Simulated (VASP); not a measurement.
Output of a VASP run:

**OSZICAR**
```
       N       E                     dE             d eps       ncg     rms          rms(c)
DAV:   1     0.101898690791E+03    0.10190E+03   -0.74896E+03   910   0.125E+03
DAV:   2    -0.149751288698E+01   -0.10340E+03   -0.10058E+03   970   0.300E+02
DAV:   3    -0.860664304921E+01   -0.71091E+01   -0.70657E+01  1170   0.844E+01
DAV:   4    -0.879904887403E+01   -0.19241E+00   -0.19228E+00  1073   0.157E+01
DAV:   5    -0.880867033310E+01   -0.96215E-02   -0.96212E-02  1388   0.288E+00    0.526E+00
RMM:   6    -0.842637830600E+01    0.38229E+00   -0.56700E-01   923   0.735E+00    0.297E+00
RMM:   7    -0.840744639056E+01    0.18932E-01   -0.33348E-01   924   0.332E+00    0.127E+00
RMM:   8    -0.840565623156E+01    0.17902E-02   -0.32942E-02   983   0.295E+00    0.265E-01
RMM:   9    -0.840704406767E+01   -0.13878E-02   -0.16350E-02   989   0.122E+00    0.142E-01
RMM:  10    -0.840739631183E+01   -0.35224E-03   -0.38669E-03  1114   0.659E-01    0.149E-01
RMM:  11    -0.840745344699E+01   -0.57135E-04   -0.48347E-04  1095   0.233E-01    0.129E-01
RMM:  12    -0.840753324572E+01   -0.79799E-04   -0.16848E-04   930   0.209E-01    0.470E-02
RMM:  13    -0.840753691595E+01   -0.36702E-05   -0.10182E-04   924   0.152E-01    0.699E-02
RMM:  14    -0.840753796457E+01   -0.10486E-05   -0.29038E-05   701   0.603E-02
   1 F= -.84075380E+01 E0= -.84075380E+01  d E =-.840754E+01
```

**OUTCAR**
```
------------------------ aborting loop because EDIFF is reached ----------------------------------------
  FORCE on cell =-STRESS in cart. coord.  units (eV):
  Direction    XX          YY          ZZ          XY          YZ          ZX
  --------------------------------------------------------------------------------------
  Total       -0.0160124     -0.0160124     -0.0160124     -0.0000000      0.0000000      0.0000000
  in kB       -0.4851661     -0.4851661     -0.4851661     -0.0000000      0.0000000      0.0000000
  external PRESSURE =      -0.4851661 kB  Pullay stress =       0.0000000 kB
  volume of cell :       52.88
      direct lattice vectors                 reciprocal lattice vectors
     0.000000000  2.979081229  2.979081229    -0.167836981  0.167836981  0.167836981
     2.979081229  0.000000000  2.979081229     0.167836981 -0.167836981  0.167836981
     2.979081229  2.979081229  0.000000000     0.167836981  0.167836981 -0.167836981
  FREE ENERGIE OF THE ION-ELECTRON SYSTEM (eV)
  ---------------------------------------------------
  free  energy   TOTEN  =        -8.4075379646 eV

  energy  without entropy=       -8.4075379646  energy(sigma->0) =       -8.40753796

 reached required accuracy - stopping structural energy minimisation
```
(Selected blocks of OUTCAR.)

### POSCAR
```
InP
1
   -0.0000000000     2.9790812292     2.9790812292
    2.9790812292    -0.0000000000     2.9790812292
    2.9790812292     2.9790812292    -0.0000000000
In P
1 1
Direct
  0.0000000000   0.0000000000   0.0000000000
  0.7500000000   0.7500000000   0.7500000000
```

Question: Reconstruct the remaining input files.

Answer: Several could match; the one computed here: the input of the run itself, PBE GGA, plane waves, VASP's PBE PAW potentials (set 64).

### KPOINTS
```
K-points
0
Gamma
  9 9 9
0 0 0
```

### INCAR
```
SYSTEM=InP
PREC=Normal; ENCUT=400; LREAL=.FALSE.
LASPH=.TRUE.
EDIFF=1E-5; NELM=100; NELMIN=4
ALGO=Fast; LMAXMIX=4
ISMEAR=0; SIGMA=0.05
GGA=PE
IBRION=2; NSW=20; ISIF=2
EDIFFG=-0.03
LWAVE=.FALSE.; LCHARG=.FALSE.
```

POTCAR, in this order: In_d P (PBE.64 set). Program: vasp_std.

The compound is InP in the zinc blende structure. It was relaxed first.
